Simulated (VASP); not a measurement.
# ZrSeBr: structure and properties in VASP, part 5 of 6

What structure does ZrSeBr take at this level, and what are its properties? The cell is invented: other elements were put on sites of a known structure type. It may not be a known or stable phase.

VASP 6.6.1; BLYP; plane waves and PAW (Zr_sv, Se, Br); invented cell.

Still holding for the runs below: This run has no spin polarisation. Its electron count is odd, so without a moment it is a metal by construction. The k-mesh is coarse for a metal.

So far. Step 8 (Total and projected DOS (BLYP)): The finer mesh and the other smearing move the Fermi level by -0.08 eV from the 5×5×7 run, one measure of the sampling error in the zero of the bands above. Of the states within 0.3 eV of the Fermi level, the largest shares in the PAW spheres are Zr d 47 % and Se p 12 %. The rest lies in smaller channels or between the spheres.

## Step 10: Volume scan with BLYP, volume scale 0.94

An equation of state needs energies on both sides of the minimum, all on one mesh and cutoff.

The input, INCAR:

```
SYSTEM = ZrSeBr
PREC = Accurate
ENCUT = 400
EDIFF = 1E-06
NELM = 100
ISMEAR = 0
SIGMA = 0.05
LREAL = .FALSE.
ALGO = Normal
GGA = B5
ALDAX = 1
AGGAX = 1
AGGAC = 1
ALDAC = 0
NBANDS = 18
LORBIT = 11
LWAVE = .FALSE.
LCHARG = .FALSE.
ISIF = 2
```

The input, POSCAR:

```
ZrSeBr
1.0
    4.9723878785      0.0000000000      0.0000000000
   -2.4861939393      4.3062142203      0.0000000000
    0.0000000000      0.0000000000      3.1465391706
Zr Se Br
1 1 1
Direct
    0.0000000000      0.0000000000      0.5000000000
    0.3333333300      0.6666666700      0.0000000000
    0.6666666700      0.3333333300      0.0000000000
```

The input, KPOINTS:

```
Automatic mesh
0
Gamma
5 5 7
0 0 0
```

Potentials, in the order of the species: Zr_sv, Se and Br (PBE family, release 64).

Command:

```bash
mpirun -np 1 vasp_std
```

Output:

```text
[... set-up lines as in an earlier step ...]
 entering main loop
       N       E                     dE             d eps       ncg     rms          rms(c)
DAV:   1     0.154890149209E+03    0.15489E+03   -0.10815E+04   720   0.102E+03
DAV:   2    -0.234796152371E+01   -0.15724E+03   -0.15421E+03   946   0.275E+02
DAV:   3    -0.131769343229E+02   -0.10829E+02   -0.10703E+02  1206   0.598E+01
DAV:   4    -0.134364106761E+02   -0.25948E+00   -0.25608E+00   952   0.852E+00
DAV:   5    -0.134411179674E+02   -0.47073E-02   -0.47059E-02  1010   0.945E-01    0.112E+01
DAV:   6    -0.119703295968E+02    0.14708E+01   -0.11961E+01   810   0.126E+01    0.647E+00
DAV:   7    -0.116835808362E+02    0.28675E+00   -0.20796E+00   804   0.596E+00    0.399E+00
DAV:   8    -0.116733393290E+02    0.10242E-01   -0.47734E-01   796   0.304E+00    0.119E+00
DAV:   9    -0.116524676101E+02    0.20872E-01   -0.88063E-02   784   0.132E+00    0.268E-01
DAV:  10    -0.116527118399E+02   -0.24423E-03   -0.31563E-03   878   0.372E-01    0.136E-01
DAV:  11    -0.116528437737E+02   -0.13193E-03   -0.40043E-04   942   0.121E-01    0.497E-02
DAV:  12    -0.116528347488E+02    0.90250E-05   -0.67867E-05   836   0.386E-02    0.141E-02
DAV:  13    -0.116528403833E+02   -0.56345E-05   -0.88350E-06   756   0.226E-02    0.371E-03
DAV:  14    -0.116528406530E+02   -0.26969E-06   -0.33827E-07   396   0.379E-03
   1 F= -.11652841E+02 E0= -.11650548E+02  d E =-.458491E-02
```

The job ended after 11 s (1 MPI rank of Intel Xeon 6975P-C (Granite Rapids), shared host; peak memory 0.16 GiB).

From OUTCAR (step 10):

```text
   ENCUT  =  400.0 eV  29.40 Ry    5.42 a.u.   8.11  8.11  5.13*2*pi/ulx,y,z

   NELECT =      25.0000    total number of electrons

 E-fermi :   7.7502

 k-point     1 :       0.0000    0.0000    0.0000
  band No.  band energies     occupation
    ...
      8       1.2356      2.00000
      9       4.9168      2.00000
     10       4.9168      2.00000
     11       5.2517      2.00000
     12       5.4754      2.00000
     13       8.5697      0.00000
     14       8.8832      0.00000
     15       9.2880      0.00000
     16       9.2880      0.00000
     17       9.3957      0.00000
    ...

  Total        1.6319008      1.6319008      1.9127210     -0.0000000     -0.0000000      0.0000000
  in kB       38.8070439     38.8070439     45.4850253     -0.0000000     -0.0000000      0.0000000
  external PRESSURE =      41.0330377 kB  Pullay stress =       0.0000000 kB

 POSITION                                       TOTAL-FORCE (eV/Angst)
 -----------------------------------------------------------------------------------
      0.00000      0.00000      1.57327        -0.000000      0.000000      0.000000
     -0.00000      2.87081      0.00000         0.000000      0.000000      0.000000
      2.48619      1.43540      0.00000        -0.000000      0.000000      0.000000
 -----------------------------------------------------------------------------------
    total drift:                               -0.000006      0.000003      0.000000

  FREE ENERGIE OF THE ION-ELECTRON SYSTEM (eV)
  ---------------------------------------------------
  free  energy   TOTEN  =       -11.6528406530 eV

  energy  without entropy=      -11.6482557422  energy(sigma->0) =      -11.65054820

[... 3 parts as in an earlier step ...]

[... 13 further parts left out ...]
```

The scan keeps the cell's shape and the fractional positions fixed.

This step gave:

```yaml
scf_cycles: 14
irreducible_k_points: 20
free_energy_toten: -11.65 eV
energy_at_zero_smearing: -11.65 eV
fermi_energy: 7.750 eV
pressure: 4.103 GPa
```

The pressure here is 4.10 GPa.

## Step 11: Volume scan with BLYP, volume scale 0.96

INCAR is that of step 10.

The input, POSCAR:

```
ZrSeBr
1.0
    5.0074058483      0.0000000000      0.0000000000
   -2.5037029242      4.3365406717      0.0000000000
    0.0000000000      0.0000000000      3.1686986272
Zr Se Br
1 1 1
Direct
    0.0000000000      0.0000000000      0.5000000000
    0.3333333300      0.6666666700      0.0000000000
    0.6666666700      0.3333333300      0.0000000000
```

KPOINTS is that of step 10.

Command:

```bash
mpirun -np 1 vasp_std
```

Output:

```text
[... set-up lines as in an earlier step ...]
 entering main loop
       N       E                     dE             d eps       ncg     rms          rms(c)
DAV:   1     0.152500267232E+03    0.15250E+03   -0.10644E+04   720   0.102E+03
DAV:   2    -0.226689379225E+01   -0.15477E+03   -0.15118E+03   916   0.269E+02
DAV:   3    -0.132998599279E+02   -0.11033E+02   -0.10881E+02  1194   0.607E+01
DAV:   4    -0.135661408426E+02   -0.26628E+00   -0.26187E+00   946   0.866E+00
DAV:   5    -0.135708034306E+02   -0.46626E-02   -0.46594E-02   996   0.100E+00    0.108E+01
DAV:   6    -0.120211390173E+02    0.15497E+01   -0.12648E+01   798   0.127E+01    0.635E+00
DAV:   7    -0.117196941915E+02    0.30144E+00   -0.22249E+00   812   0.608E+00    0.383E+00
DAV:   8    -0.117138051979E+02    0.58890E-02   -0.58150E-01   786   0.319E+00    0.137E+00
DAV:   9    -0.116845339346E+02    0.29271E-01   -0.16065E-01   780   0.165E+00    0.282E-01
DAV:  10    -0.116838626441E+02    0.67129E-03   -0.57627E-03   796   0.413E-01    0.121E-01
DAV:  11    -0.116840745217E+02   -0.21188E-03   -0.65561E-04   892   0.137E-01    0.616E-02
DAV:  12    -0.116840409993E+02    0.33522E-04   -0.58735E-04   834   0.852E-02    0.261E-02
DAV:  13    -0.116840309234E+02    0.10076E-04   -0.39048E-05   832   0.332E-02    0.101E-02
DAV:  14    -0.116840300476E+02    0.87578E-06   -0.24468E-05   832   0.191E-02    0.716E-03
DAV:  15    -0.116840291614E+02    0.88616E-06   -0.42711E-06   590   0.868E-03
   1 F= -.11684029E+02 E0= -.11681821E+02  d E =-.441584E-02
```

It took 15 s on 1 MPI rank; peak memory 0.17 GiB.

Parts of OUTCAR (step 11):

```text
   ENCUT  =  400.0 eV  29.40 Ry    5.42 a.u.   8.17  8.17  5.17*2*pi/ulx,y,z

   NELECT =      25.0000    total number of electrons

 E-fermi :   7.4879

 k-point     1 :       0.0000    0.0000    0.0000
  band No.  band energies     occupation
    ...
      8       1.1348      2.00000
      9       4.7254      2.00000
     10       4.7254      2.00000
     11       5.0306      2.00000
     12       5.2498      2.00000
     13       8.2712      0.00000
     14       8.5394      0.00000
     15       8.9743      0.00000
     16       8.9743      0.00000
     17       9.0869      0.00000
    ...

  Total        1.0523246      1.0523246      1.2292445     -0.0000000      0.0000000     -0.0000000
  in kB       24.5032203     24.5032203     28.6227736     -0.0000000      0.0000000     -0.0000000
  external PRESSURE =      25.8764048 kB  Pullay stress =       0.0000000 kB

 POSITION                                       TOTAL-FORCE (eV/Angst)
 -----------------------------------------------------------------------------------
      0.00000      0.00000      1.58435         0.000000     -0.000000      0.000000
     -0.00000      2.89103      0.00000         0.000000     -0.000000      0.000000
      2.50370      1.44551      0.00000        -0.000000      0.000000      0.000000
 -----------------------------------------------------------------------------------
    total drift:                               -0.000006      0.000004     -0.000000

  FREE ENERGIE OF THE ION-ELECTRON SYSTEM (eV)
  ---------------------------------------------------
  free  energy   TOTEN  =       -11.6840291614 eV

  energy  without entropy=      -11.6796133238  energy(sigma->0) =      -11.68182124

[... 3 parts as in an earlier step ...]

[... 13 further parts left out ...]
```

This step gave:

```
SCF cycles              : 15
free energy (TOTEN)     : -11.68 eV
energy at zero smearing : -11.68 eV
Fermi energy            : 7.488 eV
pressure                : 2.588 GPa
```

The pressure falls from 4.10 to 2.59 GPa.

The run ends at a pressure of 2.59 GPa.

## Step 12: Volume scan with BLYP, volume scale 0.98

INCAR is that of step 11.

The input, POSCAR:

```
ZrSeBr
1.0
    5.0419407731      0.0000000000      0.0000000000
   -2.5209703866      4.3664487938      0.0000000000
    0.0000000000      0.0000000000      3.1905524118
Zr Se Br
1 1 1
Direct
    0.0000000000      0.0000000000      0.5000000000
    0.3333333300      0.6666666700      0.0000000000
    0.6666666700      0.3333333300      0.0000000000
```

KPOINTS is that of step 11.

Command:

```bash
mpirun -np 1 vasp_std
```

Output:

```text
[... set-up lines as in an earlier step ...]
 entering main loop
       N       E                     dE             d eps       ncg     rms          rms(c)
DAV:   1     0.152120760796E+03    0.15212E+03   -0.10698E+04   720   0.101E+03
DAV:   2    -0.242947436539E+01   -0.15455E+03   -0.15211E+03   966   0.270E+02
DAV:   3    -0.134098545878E+02   -0.10980E+02   -0.10766E+02  1212   0.596E+01
DAV:   4    -0.136809932628E+02   -0.27114E+00   -0.26851E+00   958   0.862E+00
[...]
DAV:  13    -0.117022855033E+02    0.53928E-04   -0.12625E-04   814   0.579E-02    0.222E-02
DAV:  14    -0.117022733264E+02    0.12177E-04   -0.93861E-05   814   0.371E-02    0.929E-03
DAV:  15    -0.117022724674E+02    0.85903E-06   -0.62203E-06   752   0.128E-02
   1 F= -.11702272E+02 E0= -.11700100E+02  d E =-.434543E-02
```

Wall time 16 s (1 MPI rank); peak memory 0.18 GiB.

Parts of OUTCAR (step 12):

```text
  Total        0.5066949      0.5066949      0.5905511     -0.0000000     -0.0000000      0.0000000
  in kB       11.5575314     11.5575314     13.4702619     -0.0000000     -0.0000000      0.0000000
  external PRESSURE =      12.1951083 kB  Pullay stress =       0.0000000 kB

 POSITION                                       TOTAL-FORCE (eV/Angst)
 -----------------------------------------------------------------------------------
      0.00000      0.00000      1.59528         0.000000      0.000000      0.000000
     -0.00000      2.91097      0.00000         0.000000      0.000000      0.000000
      2.52097      1.45548      0.00000        -0.000000      0.000000      0.000000
 -----------------------------------------------------------------------------------
    total drift:                               -0.000007      0.000004      0.000000

  FREE ENERGIE OF THE ION-ELECTRON SYSTEM (eV)
  ---------------------------------------------------
  free  energy   TOTEN  =       -11.7022724674 eV

  energy  without entropy=      -11.6979270357  energy(sigma->0) =      -11.70009975

[... 1 part as in an earlier step ...]

[... 2 further parts left out ...]
[key lines of the parts left out:]
E-fermi :   7.2339
```

The pressure falls from 2.59 to 1.22 GPa.

The run ends at a pressure of 1.22 GPa.

## Step 13: Volume scan with BLYP, volume scale 1

INCAR is that of step 12.

The input, POSCAR:

```
ZrSeBr
1.0
    5.0760089739      0.0000000000      0.0000000000
   -2.5380044870      4.3959527212      0.0000000000
    0.0000000000      0.0000000000      3.2121108523
Zr Se Br
1 1 1
Direct
    0.0000000000      0.0000000000      0.5000000000
    0.3333333300      0.6666666700      0.0000000000
    0.6666666700      0.3333333300      0.0000000000
```

KPOINTS is that of step 12.

Command:

```bash
mpirun -np 1 vasp_std
```

Output:

```text
[... set-up lines as in an earlier step ...]
 entering main loop
       N       E                     dE             d eps       ncg     rms          rms(c)
[... 15 cycles as in an earlier step ...]
   1 F= -.11709127E+02 E0= -.11706868E+02  d E =-.451896E-02
```

Wall time 15 s (1 MPI rank); peak memory 0.18 GiB.

From OUTCAR (step 13):

```text
[... 6 parts as in an earlier step ...]

[... 1 further part left out ...]
[key lines of the parts left out:]
E-fermi :   6.9895
```

The pressure falls from 1.22 to 0.00 GPa.

The run ends at a pressure of 0.00 GPa.

## Step 14: Volume scan with BLYP, volume scale 1.02

INCAR is that of step 13.

The input, POSCAR:

```
ZrSeBr
1.0
    5.1096259071      0.0000000000      0.0000000000
   -2.5548129536      4.4250658393      0.0000000000
    0.0000000000      0.0000000000      3.2333837295
Zr Se Br
1 1 1
Direct
    0.0000000000      0.0000000000      0.5000000000
    0.3333333300      0.6666666700      0.0000000000
    0.6666666700      0.3333333300      0.0000000000
```

KPOINTS is that of step 13.

Command:

```bash
mpirun -np 1 vasp_std
```

Output:

```text
[... set-up lines as in an earlier step ...]
 entering main loop
       N       E                     dE             d eps       ncg     rms          rms(c)
DAV:   1     0.158039613086E+03    0.15804E+03   -0.10618E+04   720   0.101E+03
DAV:   2    -0.212408850481E+01   -0.16016E+03   -0.15731E+03   934   0.269E+02
DAV:   3    -0.135906975675E+02   -0.11467E+02   -0.11338E+02  1208   0.609E+01
DAV:   4    -0.138789002122E+02   -0.28820E+00   -0.28448E+00   936   0.881E+00
[...]
DAV:  13    -0.117055176947E+02    0.13029E-03   -0.63216E-04   802   0.103E-01    0.904E-03
DAV:  14    -0.117055189882E+02   -0.12935E-05   -0.25167E-05   906   0.281E-02    0.885E-03
DAV:  15    -0.117055191530E+02   -0.16477E-06   -0.15523E-06   562   0.712E-03
   1 F= -.11705519E+02 E0= -.11703078E+02  d E =-.488225E-02
```

The job ended after 15 s (1 MPI rank; peak memory 0.18 GiB).

From OUTCAR (step 14):

```text
  Total       -0.4626064     -0.4626064     -0.5579396      0.0000000     -0.0000000      0.0000000
  in kB      -10.1380903    -10.1380903    -12.2273307      0.0000000     -0.0000000      0.0000000
  external PRESSURE =     -10.8345038 kB  Pullay stress =       0.0000000 kB

 POSITION                                       TOTAL-FORCE (eV/Angst)
 -----------------------------------------------------------------------------------
      0.00000      0.00000      1.61669         0.000000      0.000000      0.000000
     -0.00000      2.95004      0.00000         0.000000      0.000000      0.000000
      2.55481      1.47502      0.00000        -0.000000      0.000000      0.000000
 -----------------------------------------------------------------------------------
    total drift:                               -0.000007      0.000004      0.000000

  FREE ENERGIE OF THE ION-ELECTRON SYSTEM (eV)
  ---------------------------------------------------
  free  energy   TOTEN  =       -11.7055191530 eV

  energy  without entropy=      -11.7006368998  energy(sigma->0) =      -11.70307803

[... 1 part as in an earlier step ...]

[... 2 further parts left out ...]
[key lines of the parts left out:]
E-fermi :   6.7548
```

The pressure falls from 0.00 to -1.08 GPa.

The run ends at a pressure of -1.08 GPa.

## Step 15: Volume scan with BLYP, volume scale 1.04

INCAR is that of step 14.

The input, POSCAR:

```
ZrSeBr
1.0
    5.1428062258      0.0000000000      0.0000000000
   -2.5714031129      4.4538008382      0.0000000000
    0.0000000000      0.0000000000      3.2543803161
Zr Se Br
1 1 1
Direct
    0.0000000000      0.0000000000      0.5000000000
    0.3333333300      0.6666666700      0.0000000000
    0.6666666700      0.3333333300      0.0000000000
```

KPOINTS is that of step 14.

Command:

```bash
mpirun -np 1 vasp_std
```

Output:

```text
[... set-up lines as in an earlier step ...]
 entering main loop
       N       E                     dE             d eps       ncg     rms          rms(c)
DAV:   1     0.151814073642E+03    0.15181E+03   -0.10615E+04   720   0.101E+03
DAV:   2    -0.253584860044E+01   -0.15435E+03   -0.15152E+03   918   0.265E+02
DAV:   3    -0.136917332406E+02   -0.11156E+02   -0.11011E+02  1204   0.602E+01
DAV:   4    -0.139642022451E+02   -0.27247E+00   -0.26876E+00   916   0.850E+00
[...]
DAV:  13    -0.116926703315E+02    0.21652E-03   -0.12972E-03   782   0.137E-01    0.129E-02
DAV:  14    -0.116926682583E+02    0.20732E-05   -0.33815E-05   786   0.339E-02    0.721E-03
DAV:  15    -0.116926690419E+02   -0.78367E-06   -0.31248E-06   826   0.971E-03
   1 F= -.11692669E+02 E0= -.11690024E+02  d E =-.529047E-02
```

Run time: 15 s. Hardware: 1 MPI rank; peak memory 0.17 GiB.

OUTCAR, selected parts (step 15):

```text
  Total       -0.8967661     -0.8967661     -1.0721465      0.0000000      0.0000000     -0.0000000
  in kB      -19.2748284    -19.2748284    -23.0444027      0.0000000      0.0000000     -0.0000000
  external PRESSURE =     -20.5313532 kB  Pullay stress =       0.0000000 kB

 POSITION                                       TOTAL-FORCE (eV/Angst)
 -----------------------------------------------------------------------------------
      0.00000      0.00000      1.62719        -0.000000     -0.000000      0.000000
     -0.00000      2.96920      0.00000         0.000000     -0.000000      0.000000
      2.57140      1.48460      0.00000        -0.000000      0.000000      0.000000
 -----------------------------------------------------------------------------------
    total drift:                               -0.000007      0.000004      0.000000

  FREE ENERGIE OF THE ION-ELECTRON SYSTEM (eV)
  ---------------------------------------------------
  free  energy   TOTEN  =       -11.6926690419 eV

  energy  without entropy=      -11.6873785676  energy(sigma->0) =      -11.69002380

[... 1 part as in an earlier step ...]

[... 2 further parts left out ...]
[key lines of the parts left out:]
E-fermi :   6.5291
```

The pressure falls from -1.08 to -2.05 GPa.

The run ends at a pressure of -2.05 GPa.

## Step 16: Volume scan with BLYP, volume scale 1.06

A prediction first. A parabola through the 6 pressures of evenly scaled cells so far, P = 0.00 -57.7 t +138 t² GPa with t = ln(V/V₁) and V₁ the volume at scale 1, gives -2.89 GPa at t = +0.0583.

INCAR is that of step 15.

The input, POSCAR:

```
ZrSeBr
1.0
    5.1755638365      0.0000000000      0.0000000000
   -2.5877819183      4.4821697613      0.0000000000
    0.0000000000      0.0000000000      3.2751094120
Zr Se Br
1 1 1
Direct
    0.0000000000      0.0000000000      0.5000000000
    0.3333333300      0.6666666700      0.0000000000
    0.6666666700      0.3333333300      0.0000000000
```

KPOINTS is that of step 15.

Command:

```bash
mpirun -np 1 vasp_std
```

Output:

```text
[... set-up lines as in an earlier step ...]
 entering main loop
       N       E                     dE             d eps       ncg     rms          rms(c)
DAV:   1     0.150585236391E+03    0.15059E+03   -0.10613E+04   720   0.101E+03
DAV:   2    -0.219419320100E+01   -0.15278E+03   -0.14918E+03   962   0.261E+02
DAV:   3    -0.137584505003E+02   -0.11564E+02   -0.11445E+02  1188   0.606E+01
DAV:   4    -0.140407759759E+02   -0.28233E+00   -0.27567E+00   956   0.861E+00
[...]
DAV:  13    -0.116717039337E+02    0.22232E-03   -0.16556E-03   782   0.153E-01    0.216E-02
DAV:  14    -0.116716948824E+02    0.90513E-05   -0.48254E-05   766   0.384E-02    0.802E-03
DAV:  15    -0.116716953627E+02   -0.48026E-06   -0.37889E-06   786   0.962E-03
   1 F= -.11671695E+02 E0= -.11668855E+02  d E =-.568010E-02
```

Wall time 15 s (1 MPI rank); peak memory 0.18 GiB.

From OUTCAR (step 16):

```text
  Total       -1.3016733     -1.3016733     -1.5537060      0.0000000     -0.0000000      0.0000000
  in kB      -27.4499015    -27.4499015    -32.7648091      0.0000000     -0.0000000      0.0000000
  external PRESSURE =     -29.2215374 kB  Pullay stress =       0.0000000 kB

 POSITION                                       TOTAL-FORCE (eV/Angst)
 -----------------------------------------------------------------------------------
      0.00000      0.00000      1.63755        -0.000000     -0.000000      0.000000
     -0.00000      2.98811      0.00000         0.000000      0.000000      0.000000
      2.58778      1.49406      0.00000        -0.000000      0.000000      0.000000
 -----------------------------------------------------------------------------------
    total drift:                               -0.000007      0.000004     -0.000000

  FREE ENERGIE OF THE ION-ELECTRON SYSTEM (eV)
  ---------------------------------------------------
  free  energy   TOTEN  =       -11.6716953627 eV

  energy  without entropy=      -11.6660152595  energy(sigma->0) =      -11.66885531

[... 1 part as in an earlier step ...]

[... 2 further parts left out ...]
[key lines of the parts left out:]
E-fermi :   6.3116
```

The pressure falls from -2.05 to -2.92 GPa. The parabola predicted -2.89 GPa, +0.03 GPa off.

(Continued in part 6 of 6.)

[Lines on the potential files, build, host, timing and source positions are cut from VASP's logs without a mark.]

[Logs are printed without paths, hosts, clocks, repeated set-up lines and the standing remarks that a program may print on its own settings, such as how far it seeks lower states.]

[Hosts, paths, dates, database ids (printed as entryN), source tags and the programs' standing remarks are cut or masked in the printed files.]

[A measured line is paired with the nearest computed mode of its activity, which favours agreement.]
